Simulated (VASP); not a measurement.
## Rb3Ba: equation of state with PBE

Crystal: Rb3Ba.

```
Ba Rb
1.0
    -3.37146    3.37146    7.37135
     3.37146   -3.37146    7.37135
     3.37146    3.37146   -7.37135
Ba Rb
1 3
Direct
  0.00000 0.00000 0.00000
  0.50000 0.50000 0.00000
  0.25000 0.75000 0.50000
  0.75000 0.25000 0.50000
```

The cell comes from a database or a generator and needn't be the stable form of this composition.

```yaml
Program: VASP 6.6.1
Task: equation of state
Functional: PBE
Potentials_or_basis: VASP PAW PBE potentials, release 64 (Ba_sv, Rb_sv)
Cutoff: 520 eV
k_mesh: 6 × 6 × 6
Occupations: fermi-dirac, width 0.05 eV
Spin: no spin polarisation
```

```yaml
Equilibrium_volume: 83.58 Å³/atom
Bulk_modulus_at_fixed_shape_and_positions: 3.7 GPa
Pressure_derivative_of_the_bulk_modulus: 3.4
```

Energy against volume, from the lowest point:
| volume (Å³/atom) | energy (meV/atom) |
| --- | --- |
| 78.761 | 3.49 |
| 80.437 | 1.43 |
| 82.112 | 0.30 |
| 83.788 | 0.00 |
| 85.464 | 0.47 |
| 87.140 | 1.64 |
| 88.815 | 3.45 |

All runs of the series together: 27 min on 1 thread of Intel(R) Xeon(R) 6975P-C (Granite Rapids) (shared host).

Caveat: the cell was scaled at fixed shape and fractional positions, which overstates the stiffness of a crystal with free parameters, most of all of layers and chains. Spin-orbit coupling is left out, which matters for the levels of Ba.
